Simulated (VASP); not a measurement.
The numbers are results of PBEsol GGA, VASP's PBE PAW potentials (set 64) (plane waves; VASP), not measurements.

VASP ran on this input.

### INCAR
```
# general
SYSTEM =TiCo
PREC   =Accurate
ENCUT  =400   # plane-wave cut-off (eV)
LREAL  =F   # projection in real space or not
LASPH  =T   # aspherical one-centre terms

# electronic loop
EDIFF  =1E-6   # SCF stop (eV)
NELM   =100
ALGO   =Normal   # blocked Davidson
LMAXMIX=4

# smearing
ISMEAR =1   # Methfessel-Paxton
SIGMA  =0.1

# functional
GGA    =PS   # PBEsol

# ions
IBRION =2
NSW    =60   # most ionic steps
ISIF   =3
EDIFFG =-0.01   # ionic stop

# output
LWAVE  =F
LCHARG =F
```

### POSCAR
```
TiCo
1.0
  2.9287095211   0.0000000000   0.0000000000
  0.0000000000   2.9287095211   0.0000000000
  0.0000000000   0.0000000000   2.9287095211
Ti Co
1 1
direct
  0.0000000000   0.0000000000   0.0000000000
  0.5000000000   0.5000000000   0.5000000000
```

**KPOINTS**
```
Automatic mesh
0
Gamma
11 11 11
0 0 0
```

POTCAR, in this order: Ti_sv Co (PBE.64 set). Program: vasp_std.

Output of the run:

OUTCAR:
```
 ion  position               nearest neighbor table
   1  0.000  0.000  0.000-   2 2.54   2 2.54   2 2.54   2 2.54   2 2.54   2 2.54   2 2.54   2 2.54
  LATTYP: Found a simple cubic cell.
 ALAT       =     2.9287095211
 Subroutine PRICEL returns:
 Original cell was already a primitive cell.
 Subroutine GETGRP returns: Found 48 space group operations
The static configuration has the point symmetry O_h .
The dynamic configuration has the point symmetry O_h .
 Subroutine INISYM returns: Found 48 space group operations
 Subroutine IBZKPT returns following result:
 Found     56 irreducible k-points:

 Following reciprocal coordinates:
            Coordinates               Weight
  0.000000  0.000000  0.000000      1.000000
  0.090909  0.000000  0.000000      6.000000
  0.181818  0.000000  0.000000      6.000000
  0.272727  0.000000  0.000000      6.000000
  0.363636  0.000000  0.000000      6.000000
  0.454545  0.000000  0.000000      6.000000
  0.090909  0.090909  0.000000     12.000000
  0.181818  0.090909  0.000000     24.000000
  0.272727  0.090909  0.000000     24.000000
  0.363636  0.090909  0.000000     24.000000
...
```

OSZICAR:
```
       N       E                     dE             d eps       ncg     rms          rms(c)
DAV:   1     0.132525768321E+03    0.13253E+03   -0.88944E+03  1576   0.159E+03
DAV:   2    -0.116684637187E+02   -0.14419E+03   -0.14165E+03  1610   0.379E+02
DAV:   3    -0.191911205507E+02   -0.75227E+01   -0.74726E+01  2296   0.968E+01
DAV:   4    -0.194065017599E+02   -0.21538E+00   -0.21461E+00  1992   0.138E+01
DAV:   5    -0.194142300469E+02   -0.77283E-02   -0.77281E-02  2216   0.238E+00    0.149E+01
DAV:   6    -0.179943442603E+02    0.14199E+01   -0.18916E+01  1652   0.661E+01    0.957E+00
DAV:   7    -0.187191310325E+02   -0.72479E+00   -0.25893E+01  2528   0.559E+01    0.186E+01
DAV:   8    -0.168896974808E+02    0.18294E+01   -0.12786E+01  2338   0.360E+01    0.178E+00
DAV:   9    -0.169005273946E+02   -0.10830E-01   -0.45450E-01  2380   0.685E+00    0.190E+00
DAV:  10    -0.168869358946E+02    0.13592E-01   -0.84333E-02  2210   0.368E+00    0.535E-01
DAV:  11    -0.168843205595E+02    0.26153E-02   -0.11911E-02  2138   0.119E+00    0.215E-01
DAV:  12    -0.168839780824E+02    0.34248E-03   -0.16354E-03  2476   0.373E-01    0.354E-02
DAV:  13    -0.168839646766E+02    0.13406E-04   -0.44534E-05  1710   0.758E-02    0.288E-02
DAV:  14    -0.168839585787E+02    0.60979E-05   -0.26859E-05  2368   0.480E-02    0.451E-03
DAV:  15    -0.168839584383E+02    0.14035E-06   -0.86892E-07   930   0.130E-02
   1 F= -.16883958E+02 E0= -.16884178E+02  d E =-.168840E+02
       N       E                     dE             d eps       ncg     rms          rms(c)
DAV:   1    -0.168875404081E+02   -0.35818E-02   -0.77295E-02  1664   0.442E+00    0.552E-01
DAV:   2    -0.168951706483E+02   -0.76302E-02   -0.97422E-02  2132   0.397E+00    0.118E+00
DAV:   3    -0.168841057901E+02    0.11065E-01   -0.71328E-02  2302   0.313E+00    0.191E-01
DAV:   4    -0.168838923139E+02    0.21348E-03   -0.13669E-03  2008   0.346E-01    0.842E-02
DAV:   5    -0.168839002991E+02   -0.79852E-05   -0.26135E-04  2202   0.109E-01    0.413E-02
DAV:   6    -0.168839340636E+02   -0.33764E-04   -0.59142E-05  2110   0.609E-02    0.390E-02
DAV:   7    -0.168839339146E+02    0.14900E-06   -0.57104E-05  2372   0.752E-02    0.443E-03
DAV:   8    -0.168839340267E+02   -0.11215E-06   -0.12094E-06   994   0.114E-02
   2 F= -.16883934E+02 E0= -.16884163E+02  d E =0.244116E-04
       N       E                     dE             d eps       ncg     rms          rms(c)
DAV:   1    -0.168852443838E+02   -0.13105E-02   -0.26815E-02  1664   0.261E+00    0.324E-01
DAV:   2    -0.168878851268E+02   -0.26407E-02   -0.34221E-02  2144   0.233E+00    0.701E-01
DAV:   3    -0.168840583387E+02    0.38268E-02   -0.25729E-02  2316   0.185E+00    0.112E-01
DAV:   4    -0.168839840984E+02    0.74240E-04   -0.45426E-04  1982   0.201E-01    0.514E-02
DAV:   5    -0.168839845476E+02   -0.44916E-06   -0.97717E-05  2240   0.674E-02    0.246E-02
DAV:   6    -0.168839950538E+02   -0.10506E-04   -0.18610E-05  2132   0.378E-02    0.243E-02
DAV:   7    -0.168839940967E+02    0.95719E-06   -0.23072E-05  2366   0.470E-02    0.281E-03
DAV:   8    -0.168839940749E+02    0.21757E-07   -0.47979E-07   798   0.736E-03
   3 F= -.16883994E+02 E0= -.16884218E+02  d E =-.356365E-04
```

**OUTCAR**
```
------------------------ aborting loop because EDIFF is reached ----------------------------------------
  FORCE on cell =-STRESS in cart. coord.  units (eV):
  Direction    XX          YY          ZZ          XY          YZ          ZX
  --------------------------------------------------------------------------------------
  Total        0.0035833      0.0035833      0.0035833      0.0000000      0.0000000     -0.0000000
  in kB        0.2288698      0.2288698      0.2288698      0.0000000      0.0000000     -0.0000000
  external PRESSURE =       0.2288698 kB  Pullay stress =       0.0000000 kB
  volume of cell :       25.08
      direct lattice vectors                 reciprocal lattice vectors
     2.927311535  0.000000000  0.000000000     0.341610378 -0.000000000  0.000000000
     0.000000000  2.927311535  0.000000000    -0.000000000  0.341610378 -0.000000000
    -0.000000000  0.000000000  2.927311535    -0.000000000 -0.000000000  0.341610378
 POSITION                                       TOTAL-FORCE (eV/Angst)
 -----------------------------------------------------------------------------------
      0.00000      0.00000      0.00000        -0.000000      0.000000      0.000000
      1.46366      1.46366      1.46366         0.000000     -0.000000      0.000000
 -----------------------------------------------------------------------------------
    total drift:                               -0.000000      0.000000      0.000000
  FREE ENERGIE OF THE ION-ELECTRON SYSTEM (eV)
  ---------------------------------------------------
  free  energy   TOTEN  =       -16.8839940749 eV

  energy  without entropy=      -16.8846652395  energy(sigma->0) =      -16.88421780

 reached required accuracy - stopping structural energy minimisation
```
(Selected blocks of OUTCAR.)

CONTCAR:
```
TiCo
   1.00000000000000
     2.9273115350350469    0.0000000000000000    0.0000000000000000
     0.0000000000000000    2.9273115350350469    0.0000000000000000
    -0.0000000000000000    0.0000000000000000    2.9273115350350469
  Ti              Co
     1     1
Direct
     0.0000000000000000    0.0000000000000000    0.0000000000000000
     0.5000000000000000    0.5000000000000000    0.5000000000000000
```

The compound is TiCo in the CsCl type structure. This run relaxes it. Symmetry was kept, so distortions that lower it aren't found. The start is the result of an earlier pass. The run is not spin-polarised, so no magnetic state was tried. The electron count is odd and the run is not spin-polarised, which forces a metal.
